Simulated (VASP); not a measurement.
A convergence study with VASP on Ni3Sn (space group Pm-3m): one setting is varied, all else stays as given below, so the limit is that of these other settings.

```xyz
4
Lattice="3.6896 0.0000 0.0000 0.0000 3.6896 0.0000 0.0000 0.0000 3.6896" Properties=species:S:1:pos:R:3 pbc="T T T"
Ni     0.0000     1.8448     1.8448
Ni     1.8448     0.0000     1.8448
Ni     1.8448     1.8448     0.0000
Sn     0.0000     0.0000     0.0000
```

Method: PBEsol GGA, VASP's PBE PAW potentials (set 64) (plane waves; VASP). The tightest run used: 550 eV cut-off, 13×13×13 Monkhorst-Pack mesh, first-order Methfessel-Paxton smearing of 0.10 eV, potentials Ni Sn_d.

Task: The settings run are 1×1×1 mesh; 2×2×2 mesh; 3×3×3 mesh; 4×4×4 mesh; 5×5×5 mesh; 6×6×6 mesh; 7×7×7 mesh; 8×8×8 mesh; 9×9×9 mesh; 10×10×10 mesh; 11×11×11 mesh; 12×12×12 mesh; 13×13×13 mesh. From which on does the energy per atom stay within 0.002 eV/atom of the tightest run?

Result: From 6×6×6 mesh on: it is off by 0.0008 there and by no more than 0.002 in any finer run, while 5×5×5 mesh is off by 0.0029.
```
setting        E (eV/atom)  pressure (GPa)  irreducible k-points  difference judged (eV/atom)
-------------  -----------  --------------  --------------------  ---------------------------
1×1×1 mesh         -3.2173           26.62                     1                       2.6774
2×2×2 mesh         -5.6601            5.98                     1                       0.2345
3×3×3 mesh         -5.8463           -0.46                     4                       0.0483
4×4×4 mesh         -5.8750           -1.46                     4                       0.0196
5×5×5 mesh         -5.8918           -1.87                    10                       0.0029
6×6×6 mesh         -5.8938           -1.86                    10                       0.0008
7×7×7 mesh         -5.8956           -1.81                    20                       0.0009
8×8×8 mesh         -5.8947           -1.76                    20                       0.0000
9×9×9 mesh         -5.8947           -1.76                    35                       0.0000
10×10×10 mesh      -5.8946           -1.76                    35                       0.0001
11×11×11 mesh      -5.8947           -1.76                    56                       0.0000
12×12×12 mesh      -5.8947           -1.76                    56                       0.0001
13×13×13 mesh      -5.8946           -1.75                    84                       0.0000
```

Left out are rungs that failed or repeat a setting and relaxations that didn't move; long series are thinned to 24 rows.

The structure comes from a computed database's Ni3Sn entry (Pm-3m); how it stands against other phases isn't given here. The cell was not relaxed at this level. The run is not spin-polarised, so no magnetic state was tried.
